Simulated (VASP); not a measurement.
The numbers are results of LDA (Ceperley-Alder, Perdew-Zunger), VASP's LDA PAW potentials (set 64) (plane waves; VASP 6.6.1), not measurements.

The input files of a VASP run:

INCAR:
```
SYSTEM=Ir
PREC=Accurate; ENCUT=400; LREAL=F
LASPH=T
EDIFF=1E-6; NELM=100; ALGO=Normal
LMAXMIX=6
ISMEAR=1; SIGMA=0.1
IBRION=2; NSW=60; ISIF=3
EDIFFG=-0.01
LWAVE=F; LCHARG=F
```

KPOINTS:
```
Automatic mesh
0
Gamma
15 15 15
0 0 0
```

### POSCAR
```
Ir
1.0
  0.0000000000   1.9095473702   1.9095473702
  1.9095473702   0.0000000000   1.9095473702
  1.9095473702   1.9095473702   0.0000000000
Ir
1
Cart
  0.0000000000   0.0000000000   0.0000000000
```

POTCAR, in this order: Ir (LDA.64 set). Program: vasp_std.

Unless said otherwise, spin-orbit coupling is left out, though it shifts the bands of the heavy elements here.

**Question.** Estimate the energy per atom (σ→0), band gap (on the k-mesh).

**Answer.** 
```json
{
  "energy per atom (σ→0)": "-10.330 eV/atom",
  "band gap (on the k-mesh)": "none (metal, semimetal or under 0.01 eV)"
}
```

**OSZICAR**
```
...
DAV:   5    -0.109442109893E+02   -0.23042E-04   -0.23043E-04  2840   0.791E-02    0.163E+01
DAV:   6    -0.104335951556E+02    0.51062E+00   -0.10664E+00  2184   0.144E+01    0.654E+00
DAV:   7    -0.103383016932E+02    0.95293E-01   -0.31205E-01  2544   0.714E+00    0.154E+00
DAV:   8    -0.103324716326E+02    0.58301E-02   -0.17290E-03  2080   0.650E-01    0.706E-01
DAV:   9    -0.103305900742E+02    0.18816E-02   -0.12592E-03  2464   0.620E-01    0.340E-02
DAV:  10    -0.103305856729E+02    0.44013E-05   -0.70069E-06  2712   0.337E-02    0.736E-03
DAV:  11    -0.103305858027E+02   -0.12983E-06   -0.38328E-07  1640   0.519E-03
   1 F= -.10330586E+02 E0= -.10330484E+02  d E =-.103306E+02
```

The structure comes from a computed database's Ir entry (Fm-3m); how it stands against other phases isn't given here. It was relaxed first. The start is the result of an earlier pass.
